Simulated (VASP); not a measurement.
These are optB86b-vdW, VASP's PBE PAW potentials (set 64) (plane waves; VASP) values and carry that method's errors.

VASP ran on this input.

### POSCAR
```
Mg
1
    1.5984604282    -2.7686151238     0.0000000000
    1.5984604282     2.7686151238     0.0000000000
    0.0000000000     0.0000000000     5.0971342073
Mg
2
Direct
  0.3333330000   0.6666670000   0.2500000000
  0.6666670000   0.3333330000   0.7500000000
```

KPOINTS:
```
Automatic mesh
0
Gamma
15 15 8
0 0 0
```

### INCAR
```
! general
SYSTEM  =Mg
PREC    =Accurate
ENCUT   =520
LREAL   =.FALSE.
LASPH   =.TRUE.

! electronic loop
EDIFF   =1E-7
NELM    =100
ALGO    =Normal

! smearing
ISMEAR  =-5

! functional
GGA     =MK
LUSE_VDW=.TRUE.
AGGAC   =0.0
PARAM1  =0.1234
PARAM2  =1.0

! ions
ISIF    =2

! output
LWAVE   =.FALSE.
LCHARG  =.TRUE.
LORBIT  =11
NEDOS   =601
```

POTCAR, in this order: Mg (PBE.64 set). Program: vasp_std.

Estimate the energy per atom (σ→0), band gap (on the k-mesh).

The energy per atom (σ→0) is -0.089 eV/atom and the band gap (on the k-mesh) comes out as none (metal, semimetal or under 0.01 eV).

File OSZICAR:
```
...
DAV:   6    -0.173753545248E+00   -0.80935E-02   -0.25040E-03  2034   0.465E-01    0.615E-01
DAV:   7    -0.178452593965E+00   -0.46990E-02   -0.79956E-03  1728   0.922E-01    0.384E-02
DAV:   8    -0.178476544686E+00   -0.23951E-04   -0.26143E-05  2346   0.457E-02    0.129E-02
DAV:   9    -0.178482177727E+00   -0.56330E-05   -0.55224E-06  1926   0.254E-02    0.120E-03
DAV:  10    -0.178482570370E+00   -0.39264E-06   -0.88799E-08  2094   0.309E-03    0.434E-04
DAV:  11    -0.178482274879E+00    0.29549E-06   -0.10242E-08  1116   0.854E-04    0.807E-05
DAV:  12    -0.178482235448E+00    0.39431E-07   -0.24386E-10  1026   0.132E-04
   1 F= -.17848224E+00 E0= -.17848224E+00  d E =0.000000E+00
```

The compound is Mg in the hcp structure. It was relaxed first.
